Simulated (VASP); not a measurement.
Data:

```
CELL_PARAMETERS angstrom
      3.39727     0.00000     0.00000
      0.00000     3.39727     0.00000
      0.00000     0.00000     4.79825
ATOMIC_POSITIONS crystal
  Na 0.50000 0.50000 0.50000
  Bi 0.00000 0.00000 0.00000
```

The numbers are results of PBEsol GGA, VASP's PBE PAW potentials (set 64) (plane waves; VASP), not measurements. Settings: 400 eV cut-off, Gaussian smearing of 0.050 eV, potentials Na_pv Bi_d.

Task: Give the energies of bands 10 to 14 at the high-symmetry points, in eV from the Fermi level.

Result: 
```json
[
 {"band": "10", "Γ": "-1.87", "X": "-4.32", "M": "-2.54", "Z": "-4.18", "R": "-3.92", "A": "-2.30"},
 {"band": "11", "Γ": "0.65", "X": "-0.18", "M": "-2.54", "Z": "3.20", "R": "-2.04", "A": "-2.30"},
 {"band": "12", "Γ": "3.02", "X": "3.21", "M": "1.70", "Z": "3.20", "R": "1.44", "A": "-0.16"},
 {"band": "13", "Γ": "3.02", "X": "4.63", "M": "2.45", "Z": "6.32", "R": "4.90", "A": "3.09"},
 {"band": "14", "Γ": "6.28", "X": "4.76", "M": "5.84", "Z": "6.83", "R": "8.83", "A": "3.64"}
]
```

It has no gap at this level: it comes out as a metal or semimetal.

The structure comes from a computed database's NaBi entry (P4/mmm); how it stands against other phases isn't given here. It was relaxed first.
